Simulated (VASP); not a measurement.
Write the native input for VASP 6.6.1 that does the following.

```yaml
Task: electrostatic potential
Functional: PBE
Potentials_or_basis: VASP PAW PBE potentials, release 64 (Si)
Cutoff: 520 eV
k_mesh: 10 × 10 × 10
Occupations: gaussian, width 0.02 eV
Spin: non-collinear spin, zero start, spin-orbit coupling
Starting_moments: "[[0.0, 0.0, 0.0], [0.0, 0.0, 0.0]] μB"
Further_INCAR_settings: ALGO = Normal; EDIFF = 1e-06
```

The structure of Si lies in POSCAR:

```
Si                                      
1.0
    0.0000000000      2.7156083097      2.7156083097
    2.7156083097     -0.0000000000      2.7156083097
    2.7156083097      2.7156083097     -0.0000000000
  Si            
     2
Direct
     0.0000000000000000    0.0000000000000000    0.0000000000000000
     0.2500000000000000    0.2500000000000000    0.2500000000000000
```

The cell was built by a generator and needn't be a form met in nature.

The input as run:

INCAR

```
SYSTEM = Si
ALGO = Normal
EDIFF = 1E-6
ENCUT = 520
GGA = PE
GGA_COMPAT = .False.
ISIF = 2
ISMEAR = 0
LASPH = .True.
LCHARG = .True.
LORBIT = 11
LREAL = .False.
LSORBIT = .True.
LVHAR = .True.
LWAVE = .False.
MAGMOM = 0 0 0 0 0 0
NELM = 80
PREC = Accurate
SIGMA = 0.02
```

KPOINTS

```
k-points
0
Gamma
  10 10 10
  0 0 0
```

Potentials or basis: VASP PAW PBE potentials, release 64 (Si).

Run with:

```console
$ cat potpaw_PBE.64/Si/POTCAR > POTCAR
$ mpirun -np 1 vasp_ncl > vasp.out
```

Results of the run:

The pressure is 1.9 GPa, the net moment is 0.00 μB per cell and the valence electrons inside the program's atomic spheres are Si 1.69.

Run time: 39 s on 1 thread of AMD EPYC 9R45 (Zen 5) (shared host), peak memory 0.24 GiB.
